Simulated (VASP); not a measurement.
Output of a VASP run:

### OSZICAR
```
       N       E                     dE             d eps       ncg     rms          rms(c)
DAV:   1    -0.109945279495E+04   -0.10995E+04   -0.61341E+03   551   0.893E+02
DAV:   2    -0.118302919669E+04   -0.83576E+02   -0.81985E+02   580   0.252E+02
DAV:   3    -0.118768681841E+04   -0.46576E+01   -0.46467E+01   665   0.653E+01
DAV:   4    -0.118776345068E+04   -0.76632E-01   -0.76620E-01   622   0.914E+00
DAV:   5    -0.113241549840E+02    0.11764E+04   -0.73308E+00   630   0.526E+01    0.805E+00
DAV:   6    -0.108755906346E+02    0.44856E+00   -0.85528E-01   603   0.928E+00    0.681E+00
DAV:   7    -0.108573138287E+02    0.18277E-01   -0.37981E-01   631   0.473E+00    0.517E+00
DAV:   8    -0.108659594486E+02   -0.86456E-02   -0.43062E-02   620   0.128E+00    0.323E+00
DAV:   9    -0.108620010571E+02    0.39584E-02   -0.22370E-03   717   0.452E-01    0.183E+00
DAV:  10    -0.108605070308E+02    0.14940E-02   -0.16927E-03   598   0.263E-01    0.103E+00
DAV:  11    -0.108603121569E+02    0.19487E-03   -0.63654E-04   608   0.156E-01    0.593E-01
DAV:  12    -0.108603015913E+02    0.10566E-04   -0.13286E-04   635   0.111E-01    0.357E-01
DAV:  13    -0.108603171095E+02   -0.15518E-04   -0.44926E-05   595   0.681E-02    0.220E-01
DAV:  14    -0.108603360087E+02   -0.18899E-04   -0.20132E-05   610   0.372E-02    0.135E-01
DAV:  15    -0.108603495598E+02   -0.13551E-04   -0.79165E-06   605   0.194E-02    0.834E-02
DAV:  16    -0.108603575792E+02   -0.80194E-05   -0.32537E-06   610   0.116E-02    0.514E-02
DAV:  17    -0.108603619939E+02   -0.44147E-05   -0.14609E-06   576   0.768E-03    0.319E-02
DAV:  18    -0.108603643438E+02   -0.23499E-05   -0.66314E-07   445   0.524E-03    0.198E-02
DAV:  19    -0.108603655735E+02   -0.12297E-05   -0.35106E-07   385   0.408E-03    0.124E-02
DAV:  20    -0.108603662138E+02   -0.64028E-06   -0.16250E-07   300   0.283E-03
   1 F= -.10860366E+02 E0= -.10860366E+02  d E =-.298892E-32
```

### OUTCAR
```
------------------------ aborting loop because EDIFF is reached ----------------------------------------
  FORCE on cell =-STRESS in cart. coord.  units (eV):
  Direction    XX          YY          ZZ          XY          YZ          ZX
  --------------------------------------------------------------------------------------
  Total        0.6113878      0.6113878      0.6113878      0.0000000      0.0000000      0.0000000
  in kB       19.8441354     19.8441354     19.8441354      0.0000000      0.0000000      0.0000000
  external PRESSURE =      19.8441354 kB  Pullay stress =       0.0000000 kB
  volume of cell :       49.36
      direct lattice vectors                 reciprocal lattice vectors
     0.000000000  2.911533000  2.911533000    -0.171730837  0.171730837  0.171730837
     2.911533000  0.000000000  2.911533000     0.171730837 -0.171730837  0.171730837
     2.911533000  2.911533000  0.000000000     0.171730837  0.171730837 -0.171730837
  FREE ENERGIE OF THE ION-ELECTRON SYSTEM (eV)
  ---------------------------------------------------
  free  energy   TOTEN  =       -10.8603662138 eV

  energy  without entropy=      -10.8603662138  energy(sigma->0) =      -10.86036621

  exchange ACFDT corr.  =         0.00000000  see jH, gK, PRB 81, 115126
```
(Selected blocks of OUTCAR.)

**POSCAR**
```
InP
1
    0.0000000000     2.9115330000     2.9115330000
    2.9115330000     0.0000000000     2.9115330000
    2.9115330000     2.9115330000     0.0000000000
In P
1 1
Direct
  0.0000000000   0.0000000000   0.0000000000
  0.2500000000   0.2500000000   0.2500000000
```

**Question.** Reconstruct the remaining input files.

**Answer.** One answer among several that fit: the input of the run itself, PBE0 hybrid, plane waves, VASP's PBE PAW potentials (set 64).

INCAR:
```
! general
SYSTEM   = InP
PREC     = Accurate
ENCUT    = 240   ! plane-wave cut-off (eV)
LREAL    = F
LASPH    = T
ISYM     = 3

! electronic loop
EDIFF    = 1E-6   ! SCF stop (eV)
NELM     = 100   ! most electronic steps
ALGO     = Normal   ! blocked Davidson
LMAXMIX  = 4   ! l cut-off of mixed one-centre charges

! smearing
ISMEAR   = 0
SIGMA    = 0.02   ! width (eV)

! functional
GGA      = PE   ! PBE
LHFCALC  = T
AEXX     = 0.25
HFRCUT   = -1
PRECFOCK = Fast

! ions
ISIF     = 2

! output
LWAVE    = F
LCHARG   = F
```

### KPOINTS
```
Regular mesh
0
gamma
 7 7 7
0 0 0
```

POTCAR, in this order: In_d P (PBE.64 set). Program: vasp_std.

At this cut-off the stress carries a Pulay error, which pulls relaxed volumes low.

The structure comes from a computed database's InP entry; how it stands against other phases isn't given here. The cell was not relaxed at this level. The run is one of a series of settings (ENCUT = 240 against the base run), some of them coarse on purpose.
